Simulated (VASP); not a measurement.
# VSi11C12 (a cell with a defect) in VASP: notebook

The runs below take VSi11C12 (a cell with a defect) through relaxation of the atoms, single point, with PBEsol+U.

Program: VASP 6.6.1. These are calculated values, not measurements. Logs are shortened: lines on timing, memory, paths and dates and some standing lists are left out, and cuts for length are marked.

## (1) The structure

The cell holds a defect, 24 atoms: a = 9.245 Å, b = 6.163 Å, c = 6.163 Å, α = 60.00°, β = 60.00°, γ = 60.00°.

## (2) Relaxation of the atoms, PBEsol+U, collinear spin, ferromagnetic start (atoms moved at random, drawn with an rms of 0.05 Å)

INCAR

```
SYSTEM = VSi11C12
PREC = Accurate
ENCUT = 450
EDIFF = 1E-5
ISMEAR = 0
SIGMA = 0.03
LREAL = Auto
LASPH = .TRUE.
NELM = 120
ALGO = Normal
ISIF = 2
LWAVE = .FALSE.
LCHARG = .FALSE.
ISPIN = 2
MAGMOM = 1 0 0 0 0 0 0 0 0 0 0 0 0 0 0 0 0 0 0 0 0 0 0 0
LORBIT = 11
NUPDOWN = 1
LMAXMIX = 4
LDAU = .TRUE.
LDAUTYPE = 2
LDAUL = 2 -1 -1
LDAUU = 3 0 0
LDAUJ = 0 0 0
LDAUPRINT = 1
GGA = PS
IBRION = 2
NSW = 60
EDIFFG = -0.03
ISYM = 0
KPAR = 4
```

KPOINTS

```
regular mesh
0
G
  2 3 3
  0 0 0
```

POSCAR

```
VSi11C12
1.0
    0.0000000000      6.5370000000      6.5370000000
    4.3580000000      0.0000000000      4.3580000000
    4.3580000000      4.3580000000      0.0000000000
V Si C
1 11 12
Direct
    0.0127950000     -0.0003150000     -0.0059100000
    0.0033280000     -0.0057500000      0.5031290000
    0.0005620000      0.5012880000      0.0080150000
   -0.0009250000      0.4986840000      0.5120520000
    0.3364990000     -0.0113610000     -0.0007960000
    0.3329280000     -0.0076370000      0.5153280000
    0.3327060000      0.4988610000     -0.0106240000
    0.3411820000      0.4915270000      0.4996920000
    0.6699310000     -0.0059960000      0.0014380000
    0.6629250000      0.0070390000      0.4967390000
    0.6669700000      0.5010410000      0.0019130000
    0.6677700000      0.4996340000      0.5008190000
    0.0845560000      0.1170850000      0.1346590000
    0.0790100000      0.1311260000      0.6188820000
    0.0854680000      0.6265160000      0.1337120000
    0.0848930000      0.6208380000      0.6275400000
    0.4166370000      0.1188060000      0.1292810000
    0.4147440000      0.1180540000      0.6326500000
    0.4162390000      0.6160830000      0.1385050000
    0.4188660000      0.6203830000      0.6279810000
    0.7505550000      0.1235660000      0.1233790000
    0.7439850000      0.1340180000      0.6218980000
    0.7501050000      0.6291990000      0.1273610000
    0.7501810000      0.6227990000      0.6272380000
```

Potentials or basis: VASP PAW PBE potentials, release 64 (V_sv, Si, C).

Run with:

```bash
$ cat potpaw_PBE.64/V_sv/POTCAR potpaw_PBE.64/Si/POTCAR potpaw_PBE.64/C/POTCAR > POTCAR
$ mpirun -np 4 vasp_std > vasp.out
```

OUTCAR:

```text
SYSTEM = VSi11C12
   PREC = Accurate
   ENCUT = 450
   EDIFF = 1E-5
   ISMEAR = 0
   LREAL = Auto
   LASPH = .TRUE.
   NELM = 120
   ISIF = 2
   ISPIN = 2
   LORBIT = 11
   NUPDOWN = 1
   GGA = PS
   IBRION = 2
   NSW = 60
   EDIFFG = -0.03
   ISYM = 0

 ion  position               nearest neighbor table
   1  0.013  1.000  0.994-  13 1.84  15 1.88  14 1.89  21 1.98   6 2.96   5 2.97   7 3.02   4 3.02

   2  0.003  0.994  0.503-  14 1.84  13 1.85  16 1.88  22 1.96   4 3.05   3 3.08   9 3.08   6 3.08
                             3 3.09   5 3.09  12 3.11   8 3.11   4 3.12  10 3.13
   3  0.001  0.501  0.008-  23 1.89  15 1.90  16 1.92  13 1.93   7 3.01   9 3.05  12 3.06   4 3.07
                             2 3.08   2 3.09   4 3.09  11 3.10   5 3.13   8 3.14
   4  0.999  0.499  0.512-  16 1.84  14 1.85  24 1.88  15 1.90   1 3.02  11 3.04   2 3.05   3 3.07
                             3 3.09  12 3.10   6 3.10   8 3.10   2 3.12  10 3.12
   5  0.336  0.989  0.999-  18 1.84  19 1.88  13 1.90  17 1.91   1 2.97   6 2.99  11 3.03  10 3.06
                             7 3.07   8 3.07   8 3.09   2 3.09   7 3.10   9 3.11   3 3.13
   6  0.333  0.992  0.515-  18 1.84  20 1.87  14 1.92  17 1.94   1 2.96   7 2.98   5 2.99  10 3.04
                            12 3.07   8 3.07   2 3.08   8 3.10   4 3.10   9 3.14
   7  0.333  0.499  0.989-  20 1.82  15 1.87  17 1.91  19 1.97   6 2.98   8 3.00   3 3.01   1 3.02
                            12 3.06   5 3.07   5 3.10   9 3.12  11 3.14
   8  0.341  0.492  0.500-  19 1.82  20 1.88  18 1.88  16 1.93  10 2.98   7 3.00  11 3.04  12 3.05
                             6 3.07   5 3.07   5 3.09   6 3.10   4 3.10   2 3.11   3 3.14
   9  0.670  0.994  0.001-  23 1.84  21 1.87  17 1.91  22 1.91   3 3.05  11 3.05  10 3.06  12 3.06
                             2 3.08  12 3.10  10 3.10   5 3.11  11 3.11   7 3.12   6 3.14
  10  0.663  0.007  0.497-  18 1.87  21 1.88  22 1.88  24 1.93   8 2.98   6 3.04  11 3.05   5 3.06
                             9 3.06  12 3.07  12 3.09   9 3.10  11 3.12   4 3.12   2 3.13
  11  0.667  0.501  0.002-  24 1.89  19 1.89  21 1.90  23 1.90   5 3.03   8 3.04   4 3.04  10 3.05
                             9 3.05  12 3.07  12 3.09   3 3.10   9 3.11  10 3.12   7 3.14
  12  0.668  0.500  0.501-  22 1.84  24 1.88  20 1.88  23 1.88   8 3.05   7 3.06   3 3.06   9 3.06
                             6 3.07  10 3.07  11 3.07  11 3.09  10 3.09   4 3.10   9 3.10   2 3.11
  13  0.085  0.117  0.135-   1 1.84   2 1.85   5 1.90   3 1.93
  14  0.079  0.131  0.619-   2 1.84   4 1.85   1 1.89   6 1.92
  15  0.085  0.627  0.134-   7 1.87   1 1.88   3 1.90   4 1.90
  16  0.085  0.621  0.628-   4 1.84   2 1.88   3 1.92   8 1.93
  17  0.417  0.119  0.129-   9 1.91   7 1.91   5 1.91   6 1.94
  18  0.415  0.118  0.633-   6 1.84   5 1.84  10 1.87   8 1.88
  19  0.416  0.616  0.139-   8 1.82   5 1.88  11 1.89   7 1.97
  20  0.419  0.620  0.628-   7 1.82   6 1.87  12 1.88   8 1.88
  21  0.751  0.124  0.123-   9 1.87  10 1.88  11 1.90   1 1.98
  22  0.744  0.134  0.622-  12 1.84  10 1.88   9 1.91   2 1.96
  23  0.750  0.629  0.127-   9 1.84  12 1.88   3 1.89  11 1.90
  24  0.750  0.623  0.627-  12 1.88   4 1.88  11 1.89  10 1.93

IMPORTANT INFORMATION: All symmetrisations will be switched off!
NOSYMM: (Re-)initialisation of all symmetry stuff for point group C_1.

----------------------------------------------------------------------------------------
[... 500 lines left out ...]
  o =  0.3980  v = -0.9921  0.0094 -0.0219  0.1219 -0.0156  0.0000  0.0000  0.0000  0.0000  0.0000      0.0000  0.0000  0.0000  0.0000  0.0000  0.0000  0.0000  0.0000  0.0000  0.0000
  o =  0.8595  v = -0.0134 -0.0021  0.9117  0.0023 -0.4106  0.0000  0.0000  0.0000  0.0000  0.0000      0.0000  0.0000  0.0000  0.0000  0.0000  0.0000  0.0000  0.0000  0.0000  0.0000

--------------------------------------- Ionic step       14  -------------------------------------------

 number of electron     105.0000001 magnetization       1.0000000

 Free energy of the ion-electron system (eV)
  ---------------------------------------------------
  ext. energy  EPLUGINS =         0.00000000
  ---------------------------------------------------
  free energy    TOTEN  =      -189.63130998 eV

  energy without entropy =     -189.63130998  energy(sigma->0) =     -189.63130998

 E-fermi :   8.0500     XC(G=0): -11.5877

 val. band max:        8.7394211760   @ k =   0.0000   0.0000   0.3333
 cond. band min:       9.2275702165   @ k =   0.5000   0.0000   0.0000
 fundamental gap:      0.4881490405
 Fermi energy:         8.8836460604

 spin component 1

 k-point     1 :       0.0000    0.0000    0.0000
  band No.  band energies     occupation
      1     -55.7217      1.00000
      2     -29.9706      1.00000
      3     -29.6637      1.00000
      4     -29.5700      1.00000
      5      -7.2516      1.00000
      6      -5.2421      1.00000
[... 659 lines left out ...]
     63      13.2004      0.00000
     64      13.2379      0.00000
 Fermi energy:         8.0499910384

 spin component 2

 k-point     1 :       0.0000    0.0000    0.0000
  band No.  band energies     occupation
      1     -54.7319      1.00000
      2     -29.4794      1.00000
      3     -28.5168      1.00000
      4     -28.2640      1.00000
      5      -7.2499      1.00000
      6      -5.2416      1.00000
[... 659 lines left out ...]
     63      13.2325      0.00000
     64      13.2794      0.00000
 [bands above 64 left out]

------------------------ aborting loop because EDIFF is reached ----------------------------------------

  FORCE on cell =-STRESS in cart. coord.  units (eV):
  Direction    XX          YY          ZZ          XY          YZ          ZX
  --------------------------------------------------------------------------------------
  -------------------------------------------------------------------------------------
  Total        5.0612465      6.6891505      4.4679593     -0.4784888      0.3846252     -0.1853350
  in kB       32.6576655     43.1617073     28.8294835     -3.0874466      2.4817918     -1.1958732
  external PRESSURE =      34.8829521 kB  Pullay stress =       0.0000000 kB
[... 39 lines left out ...]
  FREE ENERGIE OF THE ION-ELECTRON SYSTEM (eV)
  ---------------------------------------------------
  free  energy   TOTEN  =      -189.6313099813 eV

  energy  without entropy=     -189.6313099813  energy(sigma->0) =     -189.63130998

 reached required accuracy - stopping structural energy minimisation

 total charge

# of ion       s       p       d       tot
------------------------------------------
    1        2.376   6.279   3.139  11.793
    2        0.710   0.984   0.000   1.693
    3        0.706   0.973   0.000   1.678
    4        0.708   0.979   0.000   1.687
    5        0.710   0.984   0.000   1.694
    6        0.707   0.971   0.000   1.677
[... 16 lines left out ...]
   23        0.836   1.703   0.000   2.539
   24        0.835   1.700   0.000   2.535
--------------------------------------------------
tot         20.269  37.415   3.139  60.822

 magnetization (x)

# of ion       s       p       d       tot
------------------------------------------
    1        0.011  -0.000   1.007   1.018
    2        0.006   0.008   0.000   0.014
    3        0.000  -0.001   0.000  -0.001
    4        0.005   0.006   0.000   0.010
    5        0.002   0.003   0.000   0.005
    6        0.000  -0.001   0.000  -0.000
[... 16 lines left out ...]
   23        0.000  -0.000   0.000  -0.000
   24       -0.000  -0.001   0.000  -0.001
--------------------------------------------------
tot          0.021  -0.074   1.007   0.954
```

It took 20 min on 4 MPI ranks of Intel Xeon Platinum 8559C (Emerald Rapids), shared host; peak memory 0.64 GiB.

Results:

```
Free energy                                           : -189.6313 eV
Energy gained by relaxing                             : 35.7 meV/atom
Ionic steps                                           : 14
Largest force after relaxing                          : 0.026 eV/Å
Net moment                                            : 1.00 μB per cell
Site moments                                          : V +1.02; Si +0.01, -0.00, +0.00; C -0.03, -0.00, -0.02 μB
Valence electrons inside the program's atomic spheres : V 11.79; Si 1.69, 1.68; C 2.55, 2.54
```

Forces in eV/Å, atoms in the order of the input:
```
V    0.001 -0.015 -0.011
Si   0.007  0.007 -0.012
Si  -0.004  0.003 -0.018
Si  -0.007  0.013 -0.001
Si  -0.019 -0.009  0.009
Si  -0.003  0.004  0.015
Si   0.000 -0.008  0.023
Si  -0.017  0.009  0.018
Si  -0.008  0.009  0.001
Si   0.012 -0.003 -0.015
Si  -0.001  0.001  0.009
Si   0.014 -0.017  0.003
C    0.004 -0.004 -0.007
C   -0.018 -0.002 -0.011
C   -0.011  0.003  0.013
C    0.014 -0.005 -0.014
C    0.017  0.007  0.002
C    0.002  0.005 -0.005
C   -0.005  0.004 -0.014
C    0.017  0.003 -0.005
C    0.001  0.003  0.014
C    0.007 -0.015  0.008
C    0.001 -0.002 -0.009
C   -0.004  0.011  0.008
```

Step by step:
| step | energy change (eV) | largest force (eV/Å) | pressure (GPa) |
| --- | --- | --- | --- |
| 1 | 0.0000 | 2.7458 | 4.30 |
| 2 | -0.4632 | 1.8281 | 3.83 |
| 3 | -0.7552 | 0.8594 | 3.52 |
| 4 | -0.8157 | 0.4522 | 3.49 |
| 5 | -0.8165 | 0.3945 | 3.48 |
| 6 | -0.8410 | 0.2234 | 3.48 |
| 7 | -0.8443 | 0.1994 | 3.49 |
| 8 | -0.8531 | 0.1001 | 3.50 |
| 9 | -0.8531 | 0.0982 | 3.49 |
| 10 | -0.8554 | 0.0645 | 3.49 |
| 11 | -0.8555 | 0.0725 | 3.51 |
| 12 | -0.8571 | 0.0400 | 3.48 |
| 13 | -0.8573 | 0.0440 | 3.51 |
| 14 | -0.8577 | 0.0264 | 3.49 |

Final structure:
```yaml
crystal:
  lattice:
    - [0.00000, 6.53700, 6.53700]
    - [4.35800, 0.00000, 4.35800]
    - [4.35800, 4.35800, 0.00000]
  atoms:
    - { symbol: V, position: [0.99922, 0.99765, 0.00437] }
    - { symbol: Si, position: [0.00037, 0.99622, 0.50420] }
    - { symbol: Si, position: [0.00113, 0.49788, 0.00239] }
    - { symbol: Si, position: [0.00042, 0.49838, 0.50439] }
    - { symbol: Si, position: [0.33464, 0.99835, 0.00251] }
    - { symbol: Si, position: [0.33548, 0.99666, 0.50204] }
    - { symbol: Si, position: [0.33721, 0.49454, 0.00214] }
    - { symbol: Si, position: [0.33414, 0.49808, 0.50250] }
    - { symbol: Si, position: [0.66733, 0.99684, 0.00180] }
    - { symbol: Si, position: [0.66641, 0.99897, 0.50255] }
    - { symbol: Si, position: [0.66556, 0.50198, 0.00220] }
    - { symbol: Si, position: [0.66847, 0.49721, 0.50181] }
    - { symbol: C, position: [0.08762, 0.12517, 0.13350] }
    - { symbol: C, position: [0.08683, 0.12639, 0.61578] }
    - { symbol: C, position: [0.08976, 0.60780, 0.13278] }
    - { symbol: C, position: [0.08453, 0.62206, 0.62869] }
    - { symbol: C, position: [0.41988, 0.11976, 0.12656] }
    - { symbol: C, position: [0.41649, 0.12342, 0.62844] }
    - { symbol: C, position: [0.41634, 0.62535, 0.12753] }
    - { symbol: C, position: [0.41857, 0.62176, 0.62699] }
    - { symbol: C, position: [0.73818, 0.13190, 0.13073] }
    - { symbol: C, position: [0.75091, 0.12228, 0.62707] }
    - { symbol: C, position: [0.75196, 0.62255, 0.12704] }
    - { symbol: C, position: [0.75046, 0.62428, 0.62687] }
```

Eigenvalues of the final occupation matrices:
| site | spin | trace | eigenvalues |
| --- | --- | --- | --- |
| site 1 d | 1 | 2.09 | 0.11 0.34 0.39 0.40 0.86 |
| site 1 d | 2 | 1.08 | 0.06 0.08 0.29 0.32 0.33 |

Caveat: the k mesh is coarse (spacing up to 0.42 Å⁻¹), so the values aren't converged; the cutoff is under 1.25 times the usual one of these potentials, so pressure, stress and relaxed cells hold a basis-set (Pulay) error; the PAW data sets were made with another functional, which shifts forces and pressure a little; the total moment is fixed, so each spin has its own Fermi level; the U is typed as a test and isn't derived for this compound.

## (3) Single point, PBEsol+U, collinear spin, ferromagnetic start

INCAR

```
SYSTEM = VSi11C12
PREC = Accurate ; ENCUT = 450
EDIFF = 1E-5 ; ISMEAR = 0
SIGMA = 0.03 ; LREAL = Auto
LASPH = .True. ; NELM = 120
ALGO = Normal ; ISIF = 2
LWAVE = .False. ; LCHARG = .False.
ISPIN = 2 ; MAGMOM = 1 0 0 0 0 0 0 0 0 0 0 0 0 0 0 0 0 0 0 0 0 0 0 0
LORBIT = 11 ; LMAXMIX = 4
LDAU = .True. ; LDAUTYPE = 2
LDAUL = 2 -1 -1 ; LDAUU = 3 0 0
LDAUJ = 0 0 0 ; LDAUPRINT = 1
GGA = PS ; ISYM = 0
KPAR = 4
```

KPOINTS

```
Automatic mesh
0
Gamma
  2 3 3
  0 0 0
```

POSCAR

```
VSi11C12                                
1.0
    0.0000000000      6.5370000000      6.5370000000
    4.3580000000      0.0000000000      4.3580000000
    4.3580000000      4.3580000000      0.0000000000
  V               Si              C             
     1    11    12
Direct
     0.9992199880949790    0.9976464997193684    0.0043702231354233
     0.0003697855007408    0.9962220882262899    0.5042037139896762
     0.0011282730415207    0.4978815969720490    0.0023871905558067
     0.0004214609689641    0.4983752119324383    0.5043853316353956
     0.3346387287217111    0.9983507435683568    0.0025126452167637
     0.3354841988353815    0.9966567734731939    0.5020410622819893
     0.3372060638477331    0.4945417344021206    0.0021368124298839
     0.3341400460444560    0.4980800258466657    0.5025028456051366
     0.6673284137881804    0.9968444352159043    0.0018026101027452
     0.6664111038381672    0.9989727540919056    0.5025463127631373
     0.6655566278492933    0.5019825037696705    0.0021974817612113
     0.6684705240379094    0.4972099670520371    0.5018101584188696
     0.0876239500429890    0.1251698694087785    0.1335000132234737
     0.0868277164050055    0.1263941262212645    0.6157757997346772
     0.0897643187410119    0.6078030165026789    0.1327833128935858
     0.0845272229656877    0.6220608385552975    0.6286859890413822
     0.4198780667032888    0.1197581141960394    0.1265618109859690
     0.4164881422156448    0.1234215068850365    0.6284396555202638
     0.4163370976614049    0.6253459892418078    0.1275317243588210
     0.4185731450935120    0.6217640662110554    0.6269925294330865
     0.7381807068356551    0.1318962076662666    0.1307298688900531
     0.7509146164072196    0.1222796154536706    0.6270655668482831
     0.7519625141293503    0.6225527689654700    0.1270448922581049
     0.7504572882301929    0.6242775464226243    0.6268734489162603
```

Potentials or basis: VASP PAW PBE potentials, release 64 (V_sv, Si, C).

Run with:

```bash
$ cat potpaw_PBE.64/V_sv/POTCAR potpaw_PBE.64/Si/POTCAR potpaw_PBE.64/C/POTCAR > POTCAR
$ mpirun -np 4 vasp_std > vasp.out
```

Wall time 8.7 min (4 MPI ranks of Intel Xeon Platinum 8559C (Emerald Rapids), shared host); peak memory 0.61 GiB.

The run converged. Its results:

```yaml
Free_energy: -189.2518 eV
Largest_force: 0.497 eV/Å
Band_gap_on_the_k_mesh: none (metal or under the smearing width)
Net_moment: 0.00 μB per cell
Valence_electrons_inside_the_program's_atomic_spheres: V 11.79; Si 1.69, 1.68; C 2.54, 2.53
```

Forces on the atoms (eV/Å):
```
V    0.129 -0.035 -0.031
Si   0.088 -0.005 -0.306
Si   0.074 -0.183 -0.012
Si   0.271 -0.025 -0.024
Si  -0.255  0.039  0.030
Si  -0.039  0.147  0.050
Si   0.022  0.004  0.205
Si  -0.083  0.062  0.070
Si  -0.261 -0.027  0.046
Si   0.183  0.076 -0.106
Si   0.089 -0.070  0.156
Si  -0.024 -0.033 -0.037
C   -0.222 -0.341 -0.141
C    0.025  0.360 -0.117
C    0.067 -0.358  0.208
C    0.000 -0.012  0.005
C    0.149 -0.044 -0.015
C    0.023 -0.022 -0.026
C   -0.033  0.039 -0.077
C    0.055 -0.018 -0.046
C   -0.243  0.412  0.133
C    0.002  0.005  0.044
C    0.017 -0.012 -0.031
C   -0.034  0.041  0.022
```

Levels at points of the mesh, in eV from the Fermi level:
Spin up:
| k point | band 50 | band 51 | band 52 | band 53 | band 54 | band 55 |
| --- | --- | --- | --- | --- | --- | --- |
| (0.00, 0.00, 0.00) | -1.66 | -1.54 | -1.53 | -0.19 | -0.03 | 0.68 |
| (0.50, 0.00, 0.00) | -2.01 | -1.65 | -1.64 | -0.18 | -0.06 | 0.04 |
Spin down:
| k point | band 50 | band 51 | band 52 | band 53 | band 54 | band 55 |
| --- | --- | --- | --- | --- | --- | --- |
| (0.00, 0.00, 0.00) | -1.66 | -1.54 | -1.53 | -0.08 | -0.05 | 0.70 |
| (0.50, 0.00, 0.00) | -2.01 | -1.65 | -1.63 | -0.21 | -0.15 | 0.06 |

Eigenvalues of the final occupation matrices:
```
    site  spin  trace               eigenvalues
site 1 d     1   1.57  0.08 0.36 0.37 0.38 0.39
site 1 d     2   1.56  0.08 0.36 0.37 0.37 0.38
```

Caveat: the k mesh is coarse (spacing up to 0.42 Å⁻¹), so the values aren't converged; the cutoff is under 1.25 times the usual one of these potentials, so pressure, stress and relaxed cells hold a basis-set (Pulay) error; the PAW data sets were made with another functional, which shifts forces and pressure a little; the U is typed as a test and isn't derived for this compound.
